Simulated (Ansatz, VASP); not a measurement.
# Ti: VASP beside Ansatz

One calculation is typed for both programs; each brings its own data sets. How far apart do they land? Of the first pair: The cell is taken from a series of runs on this material, whose earlier steps may have relaxed, scaled, displaced or heated it; both programs get it as it stands.

Calculated with Ansatz 0.2.0; plane waves, with VASP 6.6.1 beside it; relaxation of cell and atoms at PBEsol and single point at PBEsol.

### 1. The starting structure

It takes space group Im-3m (No. 229, cubic). Conventional cell: a = 3.209 Å, b = 3.209 Å, c = 3.209 Å, α = 90.00°, β = 90.00°, γ = 90.00°. Ti has 8 Ti at 2.78 Å nearest.

As a file:

```cif
data_structure
_symmetry_space_group_name_H-M 'Im-3m'
_symmetry_Int_Tables_number 229
_cell_length_a 3.2095
_cell_length_b 3.2095
_cell_length_c 3.2095
_cell_angle_alpha 90.000
_cell_angle_beta 90.000
_cell_angle_gamma 90.000
_cell_volume 33.06
loop_
_atom_site_label
_atom_site_type_symbol
_atom_site_symmetry_multiplicity
_atom_site_Wyckoff_symbol
_atom_site_fract_x
_atom_site_fract_y
_atom_site_fract_z
_atom_site_occupancy
Ti1 Ti 2 a 0.00000 0.00000 0.00000 1
```

### 2. Ansatz: relaxation of cell and atoms, PBEsol, pair 1

Ansatz runs on its PAW soft_1 files.

The relaxed volume is the usual yardstick between codes: in a stiff, nearly cubic crystal its relative difference is about their pressure difference at one cell divided by the bulk modulus.

input.yaml reads:

```yaml
crystal:
  lattice:
    - [-1.604739266, 1.604739266, 1.604739266]
    - [1.604739266, -1.604739266, 1.604739266]
    - [1.604739266, 1.604739266, -1.604739266]
  atoms:
    - { symbol: Ti, position: [0.0, 0.0, 0.0] }
kpoints:
  mp_grid: { grid: [19, 19, 19] }
scf:
  occupations: { method: fermi_dirac, width: 0.05 }
hamiltonian:
  xc: pbesol
  pseudopotentials: { kind: paw, azcp: { folder: soft_1 }, xc_functional: pbe }
basis:
  ecutwfc: 600
output:
  forces: true
  stress: true
  write_density: true
  write_potential: true
  elf: true
  volumetric_format: npy
relax:
  f_tol: 0.005
  max_steps: 70
  cell: { stress_tol: 0.02, p_target: 0 }
```

Command:

```console
$ ansatz run input.yaml --threads 4 --pin off --max-ram 10240MiB --backend cpu --events-out ev --progress --plain --runs-dir out
```

Numbers of over 12 decimals in the logs are rounded to 6 here.

Output:

```text
Engine: ansatz 0.2.0, aarch64-unknown-linux-gnu
Pseudopotentials: kind: paw
Pseudopotential: Ti, paw, valence charge 12, recommended cutoff 420 eV (normal), soft_1/Ti.paw.azcp
Functional definition: PBEsol
  exchange = pbesol_x
  correlation = pbesol_c
Crystal: 1 atoms, lattice volume = 16.530 Å³
Basis set: ecut = 600 eV, 555 PW (Γ), exchange–correlation on 48×48×48 points (8 copies of the dense FFT grid, shifted against one another)
Bands: 10, of which v1, the nominal top of the filled ones, is band 6 counted from 1 (5 counted from 0)
Symmetry: 48 space group operations
Space group: Im-3m (ITA 229), of the structure as read, at distance tolerance 2.5e-5 Å
k-points: 220 of 6859
Non-local potential: Ti, projectors of the file, l = 0: 3, l = 1: 2, l = 2: 3, l = 3: 1
PAW form: soft (Blöchl's): semilocal exchange-correlation on the pseudo side does not see the compensation charge
PAW frozen core: Ti, regenerated for the run's functional, and the local potential with it (the file was generated under x = pbe(κ = 0.804, μ = 0.219515), c = pbe(β = 0.066725))
PAW one-centre angular grid: Ti, 590 points (default); XC on 64 Gauss nodes
Initial density: superposition of atomic densities (chi_scale 0.1, normalization cell)
Initial wavefunctions: pseudopotential atomic-orbital guess
Functional: x = pbesol(κ = 0.804, μ = 0.123457), c = pbesol(β = 0.046)
SCF iter   1: F=—  HF=-2474.007243 eV  |F-HF|=—  |Δ(HF+E_count)|=         —  Δρ=5.89e-2  dr2=6.06e-1  ethr=3.10e-3  ⟨swp⟩=4.4  Hψ=11497  notcnv=0
preconditioner: auto → none  [metal: Δε(μ)=0.006 eV  Ē_g=4.738 eV  σ=0.050 eV  W_gap=0.03  n_scr=0 (ndim 8)  ℏωp=18.3 eV  f_vac=0.000  D(μ)=2.07/eV (n_scr^D=18)]
SCF iter   2: F=—  HF=-2473.824106 eV  |F-HF|=—  |Δ(HF+E_count)|=   1.83e-1  Δρ=1.85e-2  dr2=3.82e-2  ethr=3.10e-3  ⟨swp⟩=2.9  Hψ=6072  notcnv=0
SCF iter   3: F=—  HF=-2473.807782 eV  |F-HF|=—  |Δ(HF+E_count)|=   1.63e-2  Δρ=3.48e-3  dr2=1.26e-3  ethr=3.18e-4  ⟨swp⟩=2.2  Hψ=4042  notcnv=0
SCF iter   4: F=—  HF=-2473.807029 eV  |F-HF|=—  |Δ(HF+E_count)|=   7.53e-4  Δρ=6.18e-4  dr2=4.53e-5  ethr=1.05e-5  ⟨swp⟩=2.0  Hψ=3518  notcnv=0
SCF iter   5: F=—  HF=-2473.807024 eV  |F-HF|=—  |Δ(HF+E_count)|=   5.13e-6  Δρ=9.48e-5  dr2=1.20e-6  ethr=3.77e-7  ⟨swp⟩=2.1  Hψ=3290  notcnv=0
SCF iter   6: F=-2473.807023 eV  HF=-2473.807023 eV  |F-HF|=5.64e-9  |Δ(HF+E_count)|=   5.44e-7  Δρ=5.77e-6  dr2=4.18e-9  ethr=8.33e-10  ⟨swp⟩=6.9  Hψ=10573  notcnv=0
SCF 1 converged in 6 iterations: F = -2473.807023 eV  dr2 = 4.18e-9
  greatest PAW one-centre occupation: 0.999 electrons in one spin orbital (limit 2), on the Ti atom at site 0 (counted from 0), in its partial waves of l = 0
relax step   1: F+E_penalty+E_count = -2473.80702299 eV  Δ(F+E_penalty+E_count) = +0.000e0 eV  max|allowed force component| = 0.000e0 eV/Å  Δτ_max = 0.0000 Å  P = +0.001 GPa  Ω = 16.530 Å³  (6 SCF iters, dr2 threshold 1.00e-7 eV, accepted)
Initial density: handed on by an earlier stage of this run
Initial wavefunctions: pseudopotential atomic-orbital guess (no wavefunctions were taken with the density)
iter 1 solved again at ethr=4.21e-10 eV; its pass at ethr=3.10e-3 eV (dr2=5.05e-8 eV) is discarded
SCF iter   1: F=—  HF=-2473.807024 eV  |F-HF|=—  |Δ(HF+E_count)|=         —  Δρ=5.76e-6  dr2=4.17e-9  ethr=4.21e-10  ⟨swp⟩=3.0  Hψ=18500  notcnv=0
preconditioner: auto → none  [metal: Δε(μ)=0.009 eV  Ē_g=4.352 eV  σ=0.050 eV  W_gap=0.05  n_scr=0 (ndim 8)  ℏωp=18.3 eV  f_vac=0.000  D(μ)=2.07/eV (n_scr^D=18)]
SCF iter   2: F=—  HF=-2473.807023 eV  |F-HF|=—  |Δ(HF+E_count)|=   6.64e-7  Δρ=2.45e-6  dr2=9.88e-10  ethr=3.48e-11  ⟨swp⟩=2.0  Hψ=3598  notcnv=0
SCF iter   3: F=—  HF=-2473.807023 eV  |F-HF|=—  |Δ(HF+E_count)|=  1.98e-10  Δρ=5.10e-7  dr2=3.52e-11  ethr=8.23e-12  ⟨swp⟩=2.2  Hψ=2897  notcnv=0
SCF iter   4: F=-2473.807023 eV  HF=-2473.807023 eV  |F-HF|=0.00e0  |Δ(HF+E_count)|=  4.55e-12  Δρ=4.93e-8  dr2=1.10e-13  ethr=1.00e-12  ⟨swp⟩=3.0  Hψ=7975  notcnv=0
SCF 2 converged in 4 iterations: F = -2473.807023 eV  dr2 = 1.10e-13
relax step   2: F+E_penalty+E_count = -2473.80702299 eV  Δ(F+E_penalty+E_count) = -3.469e-9 eV  max|allowed force component| = 0.000e0 eV/Å  Δτ_max = 0.0000 Å  P = +0.001 GPa  Ω = 16.530 Å³  stress off target by 1.19e-3 GPa  SCF on the basis re-selected at this cell (its energy is not comparable with the rows above)  (4 SCF iters)
basis re-selected at this cell: Δ(F+E_penalty+E_count) = -3.469e-9 eV, ΔP = -0.000 GPa vs the last step (what re-selecting the basis moved, of the pressure what is left beyond the Pulay correction that the steps carried, after the strain that the cell walked since its last selection, with what the two solves' SCF thresholds leave and, on support functions, any second-order correction that the steps lacked; it is no measure of the basis error at this ecutwfc). This SCF's stress stands 1.19e-3 GPa from its target on what of the cell is left free (relax.cell.stress_tol is 2.00e-2 GPa) and its largest allowed force component is 0.00e0 eV/Å (relax.f_tol is 5.00e-3 eV/Å): [rest of the remark cut]
SCF converged after 4 iterations
Free energy (F): -2473.807023 eV
Harris-Foulkes:  -2473.807023 eV  (|F-HF|=0.00e0)
Internal energy: -2473.789757 eV  (E = F + TS)
E sigma→0 (E₀):  -2473.798390 eV
Entropy (-TS):   -0.017266 eV (-17.266 meV/atom)
Fermi energy:    13.685169 eV
--- Per-component energies (eV) ---
  E_band       = -147.992196
  E_kinetic    = 282.468611
  E_local      = -846.773230  (includes V_loc(G=0)·N_el)
  E_nonlocal   = 62.320086
  E_hartree    = 336.772732
  E_xc         = -115.469999
  E_vxc        = -145.283730  (∫ρ·V_xc dr)
  E_paw        = -1017.646891  (= ΣΔE_a)
  E_vpaw       = -174.269374  (= ΣTr[D̂ρ^β])
  E_aug_tail   = -0.000018  (compensation charges beyond the density's cutoff)
  E_ewald      = -1175.600431
  E_core_change = 0.139385  (= ΣΔE_core)
  E_smearing   = -0.017266  (= −TS)
  E_closure    = -0.000000  (closes the sum)
  Σ components = -2473.807023   (vs F -2473.807023, Δ=0.00e0)
--- Forces (eV/Å), atoms counted from 1 ---
  atom   1  Ti     0.00000000     0.00000000     0.00000000
  max |Σ_I F_I| component: 1.64e-32 eV/Å
--- Stress (GPa, compression-positive) ---
        0.001193       0.000000       0.000000
        0.000000       0.001193      -0.000000
        0.000000       0.000000       0.001193
  P = ⅓ Tr σ = 0.0012 GPa (0.012 kbar)
--- Band table (eV; the first three rows and the last of 220) ---
  k-point 0: bands = ["-42.4688", "-18.3755", "-18.3755", "-18.3755", "7.6605", "14.7174", "14.7174", "14.7174", "16.6074", "16.6074"]
  k-point 1: bands = ["-42.4643", "-18.3984", "-18.3824", "-18.3757", "7.7599", "14.6701", "14.7051", "14.7919", "16.5503", "16.6101"]
  k-point 2: bands = ["-42.4516", "-18.4640", "-18.4025", "-18.3761", "8.0514", "14.5362", "14.6525", "15.0118", "16.4160", "16.6200"]
  k-point 219: bands = ["-42.1908", "-18.9239", "-18.9196", "-18.9196", "11.4310", "11.4319", "17.7857", "17.7857", "17.8632", "22.2399"]
--- Relaxed structure (1 steps of the walk, 1 accepted, 1 SCFs on fresh bases) ---
  F+E_penalty+E_count = -2473.80702299 eV   max|allowed force component| = 0.000e0 eV/Å   (the final SCF, on the basis selected at the relaxed cell)
  cell:  # Å, volume = 16.5300 Å³
    - [-1.604739266, 1.604739266, 1.604739266]
    - [1.604739266, -1.604739266, 1.604739266]
    - [1.604739266, 1.604739266, -1.604739266]
  atoms:
    - { symbol: Ti, position: [0.0, 0.0, 0.0] }
```

The column dr2 measures how far the density is from self-consistency, as an energy; F and HF (Harris–Foulkes) agree once it is small.

### 3. VASP: relaxation of cell and atoms, PBEsol, pair 1

The same cell, functional, mesh and smearing now go to VASP, with its own data sets.

Lines of VASP's logs that name or quote its potential files are left out, and so is its time.

INCAR reads:

```
SYSTEM = Ti
PREC = Accurate
ENCUT = 500
EDIFF = 1E-07
NELM = 120
ISMEAR = -1
SIGMA = 0.05
LREAL = .FALSE.
ALGO = Normal
GGA = PS
NBANDS = 12
LASPH = .TRUE.
LORBIT = 11
LWAVE = .FALSE.
LCHARG = .FALSE.
ISIF = 3
IBRION = 2
NSW = 80
EDIFFG = -0.005
GGA_COMPAT = .FALSE.
NELMIN = 4
KPAR = 2
```

POSCAR reads:

```
Ti
1.0
   -1.6047392660      1.6047392660      1.6047392660
    1.6047392660     -1.6047392660      1.6047392660
    1.6047392660      1.6047392660     -1.6047392660
Ti
1
Direct
    0.0000000000      0.0000000000      0.0000000000
```

KPOINTS reads:

```
Automatic mesh
0
Gamma
19 19 19
0 0 0
```

The projector-augmented-wave data sets are Ti_sv (PBE family, release 64).

Command:

```console
$ mpirun -np 2 vasp_std
```

Output:

```text
[banner, memory and clock lines left out]
running    2 mpi-ranks, on    1 nodes
 distrk:  each k-point on    1 cores,    2 groups
 distr:  one band on    1 cores,    1 groups

 POSCAR found type information on POSCAR Ti
 POSCAR found :  1 types and       1 ions
|                                                                             |
|               ----> ADVICE to this user running VASP <----                  |
|                                                                             |
|     You enforced a specific xc type in the INCAR file but a different       |
|     [... a line on the potential file left out ...]
|     I HOPE YOU KNOW WHAT YOU ARE DOING!                                     |
|                                                                             |

 LDA part: xc-table for (Slater+PW92), standard interpolation
 POSCAR, INCAR and KPOINTS ok, starting setup
 FFT: planning ... GRIDC
 FFT: planning ... GRID_SOFT
 FFT: planning ... GRID
 WAVECAR not read
 entering main loop
       N       E                     dE             d eps       ncg     rms          rms(c)
DAV:   1     0.843950547698E+02    0.84395E+02   -0.63982E+03  5312   0.118E+03
DAV:   2    -0.516435464055E+01   -0.89559E+02   -0.87189E+02  5404   0.292E+02
DAV:   3    -0.922607414245E+01   -0.40617E+01   -0.40194E+01  7188   0.640E+01
DAV:   4    -0.931986459445E+01   -0.93790E-01   -0.93715E-01  5956   0.862E+00
DAV:   5    -0.932250718066E+01   -0.26426E-02   -0.26425E-02  6192   0.126E+00    0.906E+00
DAV:   6    -0.824140201160E+01    0.10811E+01   -0.24403E+00  5772   0.225E+01    0.228E+00
DAV:   7    -0.823368265078E+01    0.77194E-02   -0.86472E-02  6360   0.322E+00    0.131E+00
DAV:   8    -0.824412828387E+01   -0.10446E-01   -0.39373E-02  5504   0.235E+00    0.129E-01
DAV:   9    -0.824452309280E+01   -0.39481E-03   -0.31421E-03  6496   0.559E-01    0.867E-02
DAV:  10    -0.824458179180E+01   -0.58699E-04   -0.31227E-04  5632   0.204E-01    0.139E-02
DAV:  11    -0.824455957606E+01    0.22216E-04   -0.24040E-05  6144   0.754E-02    0.910E-03
DAV:  12    -0.824455937554E+01    0.20051E-06   -0.19641E-06  5860   0.161E-02    0.767E-04
DAV:  13    -0.824455965717E+01   -0.28163E-06   -0.24068E-07  6488   0.346E-03    0.255E-03
DAV:  14    -0.824455953174E+01    0.12543E-06   -0.86904E-08  4080   0.364E-03    0.486E-04
DAV:  15    -0.824455950945E+01    0.22287E-07   -0.96558E-09  2776   0.106E-03
   1 F= -.82445595E+01 E0= -.82359129E+01  d E =-.824456E+01
 curvature:   0.00 expect dE= 0.000E+00 dE for cont linesearch  0.000E+00
 trial: gam= 0.00000 g(F)=  0.469E-63 g(S)=  0.112E-03 ort = 0.000E+00 (trialstep = 0.100E+01)
 search vector abs. value=  0.112E-03
 bond charge predicted
       N       E                     dE             d eps       ncg     rms          rms(c)
DAV:   1    -0.824758919344E+01   -0.30297E-02   -0.56495E-02  6468   0.340E+00    0.487E-01
DAV:   2    -0.824451193830E+01    0.30773E-02   -0.86915E-03  6300   0.130E+00    0.100E-01
DAV:   3    -0.824444454451E+01    0.67394E-04   -0.79608E-04  7452   0.188E-01    0.309E-02
DAV:   4    -0.824451076068E+01   -0.66216E-04   -0.11856E-04  6816   0.651E-02    0.201E-02
DAV:   5    -0.824456929775E+01   -0.58537E-04   -0.10750E-04  7696   0.456E-02    0.171E-02
DAV:   6    -0.824457658761E+01   -0.72899E-05   -0.10152E-05  5456   0.290E-02    0.155E-03
DAV:   7    -0.824457709225E+01   -0.50464E-06   -0.10302E-06  6392   0.701E-03    0.258E-04
DAV:   8    -0.824457717300E+01   -0.80753E-07   -0.11517E-07  4676   0.202E-03
   2 F= -.82445772E+01 E0= -.82359931E+01  d E =-.176635E-04
 trial-energy change:   -0.000018  1 .order   -0.000018   -0.000112    0.000077
 step:   0.5941(harm=  0.5941)  dis= 0.00000  next Energy=    -8.244593 (dE=-0.333E-04)
 bond charge predicted
       N       E                     dE             d eps       ncg     rms          rms(c)
DAV:   1    -0.824509061622E+01   -0.51352E-03   -0.93399E-03  6464   0.139E+00    0.198E-01
DAV:   2    -0.824458431893E+01    0.50630E-03   -0.14542E-03  6328   0.529E-01    0.404E-02
DAV:   3    -0.824457337239E+01    0.10947E-04   -0.13037E-04  7392   0.759E-02    0.124E-02
DAV:   4    -0.824458357256E+01   -0.10200E-04   -0.19638E-05  6820   0.265E-02    0.826E-03
DAV:   5    -0.824459220696E+01   -0.86344E-05   -0.17610E-05  7704   0.185E-02    0.687E-03
DAV:   6    -0.824459283962E+01   -0.63266E-06   -0.16749E-06  5480   0.117E-02    0.677E-04
DAV:   7    -0.824459281389E+01    0.25729E-07   -0.18340E-07  5844   0.298E-03
   3 F= -.82445928E+01 E0= -.82359833E+01  d E =-.333044E-04
 curvature:  -0.30 expect dE=-0.393E-07 dE for cont linesearch -0.393E-07
 trial: gam= 0.00000 g(F)=  0.563E-62 g(S)=  0.132E-06 ort =-0.385E-05 (trialstep = 0.919E+00)
 search vector abs. value=  0.132E-06
 reached required accuracy - stopping structural energy minimisation
```

Parts of OUTCAR (step 3):

```text
ion  position               nearest neighbor table
   1  0.000  0.000  0.000-

  LATTYP: Found a body centered cubic cell.
 ALAT       =     3.2094785320

 Subroutine GETGRP returns: Found 48 space group operations
 (whereof 48 operations were pure point group operations)

The static configuration has the point symmetry O_h .

 Found    220 irreducible k-points:

   k-points           NKPTS =    220   k-points in BZ     NKDIM =    220   number of bands    NBANDS=     12

   dimension x,y,z NGX =    20 NGY =   20 NGZ =   20
   dimension x,y,z NGXF=    40 NGYF=   40 NGZF=   40

   ENCUT  =  500.0 eV  36.75 Ry    6.06 a.u.   5.07  5.07  5.07*2*pi/ulx,y,z

   NELECT =      12.0000    total number of electrons

 k-points in reciprocal lattice and weights: Automatic mesh
   0.00000000  0.00000000  0.00000000       0.000
   0.05263158  0.00000000  0.00000000       0.002
   0.10526316  0.00000000  0.00000000       0.002
   0.15789474  0.00000000  0.00000000       0.002
   0.21052632  0.00000000  0.00000000       0.002
   0.26315789  0.00000000  0.00000000       0.002
   0.31578947  0.00000000  0.00000000       0.002
   0.36842105  0.00000000  0.00000000       0.002
   0.42105263  0.00000000  0.00000000       0.002
[...]
-0.47368421 -0.47368421  0.42105263       0.001
  -0.47368421  0.47368421  0.47368421       0.001

 average (electrostatic) potential at core
       1 -71.5258

 E-fermi :   8.5052

 k-point     1 :       0.0000    0.0000    0.0000
  band No.  band energies     occupation
      1     -47.6916      2.00000
      2     -23.5756      2.00000
      3     -23.5756      2.00000
      4     -23.5756      2.00000
      5       2.4428      2.00000
      6       9.5339      0.00000
      7       9.5339      0.00000
      8       9.5339      0.00000
      9      11.4232      0.00000
     10      11.4232      0.00000
    ...

 k-point     2 :       0.0526    0.0000    0.0000
  band No.  band energies     occupation
      1     -47.6871      2.00000
      2     -23.5984      2.00000
      3     -23.5825      2.00000
      4     -23.5757      2.00000
      5       2.5431      2.00000
      6       9.4866      0.00000
      7       9.5216      0.00000
      8       9.6084      0.00000
      9      11.3660      0.00000
     10      11.4258      0.00000
    ...

 k-point     3 :       0.1053    0.0000    0.0000
  band No.  band energies     occupation
      1     -47.6743      2.00000
      2     -23.6642      2.00000
      3     -23.6025      2.00000
      4     -23.5762      2.00000
      5       2.8366      2.00000
      6       9.3525      0.00000
      7       9.4688      0.00000
      8       9.8278      0.00000
      9      11.2315      0.00000
     10      11.4354      0.00000
    ...

  Total        0.0009560      0.0009560      0.0009560     -0.0000000      0.0000000     -0.0000000
  in kB        0.0928870      0.0928870      0.0928870     -0.0000000      0.0000000     -0.0000000
  external PRESSURE =       0.0928870 kB  Pullay stress =       0.0000000 kB

  energy-cutoff  :      500.00
  volume of cell :       16.49
      direct lattice vectors                 reciprocal lattice vectors
    -1.603459926  1.603459926  1.603459926     0.000000000  0.311825691  0.311825691
     1.603459926 -1.603459926  1.603459926     0.311825691  0.000000000  0.311825691
     1.603459926  1.603459926 -1.603459926     0.311825691  0.311825691  0.000000000

 POSITION                                       TOTAL-FORCE (eV/Angst)
 -----------------------------------------------------------------------------------
      0.00000      0.00000      0.00000        -0.000000      0.000000     -0.000000
 -----------------------------------------------------------------------------------
    total drift:                                0.000000      0.000000      0.000000

  FREE ENERGIE OF THE ION-ELECTRON SYSTEM (eV)
  ---------------------------------------------------
  free  energy   TOTEN  =        -8.2445928139 eV

  energy  without entropy=       -8.2273738235  energy(sigma->0) =       -8.23598332

 reached required accuracy - stopping structural energy minimisation

 total charge
# of ion       s       p       d       tot
------------------------------------------
    1        2.255   6.120   1.958  10.333

[... 3 further parts left out ...]
```

The run keeps the 48 symmetry operations of its start, so it cannot find a distortion of lower symmetry.

### 4. Side by side

Known differences besides the potentials themselves: the cutoff is 600 eV in Ansatz and 500 eV in VASP; Ansatz makes its cores anew for this functional, VASP keeps those of its PBE data sets; Ansatz adds a Pulay correction to the stress that steers its cell, VASP none. Total energies have different zeros and are not compared.

Compared:

```tsv
quantity	Ansatz	VASP	difference
volume (Å³)	16.53	16.49	+0.24 %
edge a after relaxation, in the typed setting (Å)	2.780	2.777	+0.08 %
```

### 5. Ansatz: relaxation, PBEsol

This run makes the geometry at which the two programs are then compared.

The structure compared here is the end of the Ansatz relaxation.

Changes to input.yaml since step 2:

```diff
@@ -19,6 +19,2 @@
   stress: true
-  write_density: true
-  write_potential: true
-  elf: true
-  volumetric_format: npy
 relax:
@@ -26,2 +22,2 @@
   max_steps: 70
-  cell: { stress_tol: 0.02, p_target: 0 }
+  cell: { stress_tol: 0.02, p_target: 5 }
```

Command:

```console
$ ansatz run input.yaml --threads 4 --pin off --max-ram 10240MiB --backend cpu --events-out ev --progress --plain --runs-dir out
```

Output:

```text
[...]
Crystal: 1 atoms, lattice volume = 16.530 Å³
Basis set: ecut = 600 eV, 555 PW (Γ), exchange–correlation on 48×48×48 points (8 copies of the dense FFT grid, shifted against one another)
Bands: 10, of which v1, the nominal top of the filled ones, is band 6 counted from 1 (5 counted from 0)
Symmetry: 48 space group operations
[...]
k-points: 220 of 6859
[...]
5.000862       0.000000      -0.000000
        0.000000       5.000862      -0.000000
        0.000000       0.000000       5.000862
  P = ⅓ Tr σ = 5.0009 GPa (50.009 kbar)
--- Relaxed structure (4 steps of the walk, 4 accepted, 1 SCFs on fresh bases) ---
[...]
cell:  # Å, volume = 15.8610 Å³
    - [-1.582790, 1.582790, 1.582790]
    - [1.582790, -1.582790, 1.582790]
    - [1.582790, 1.582790, -1.582790]
  atoms:
    - { symbol: Ti, position: [0.0, 0.0, 0.0] }
[key lines of the parts left out:]
SCF converged after 5 iterations
Free energy (F): -2473.796888 eV
Fermi energy:    14.361640 eV
```

[end of part 1 of 2]

[Lines on the potential files, build, host, timing and source positions are cut from VASP's logs without a mark.]

[Logs are printed without paths, hosts, clocks, repeated set-up lines and the standing remarks that a program may print on its own settings, such as how far it seeks lower states.]

[Hosts, paths, dates, database ids (printed as entryN), source tags and the programs' standing remarks are cut or masked in the printed files.]
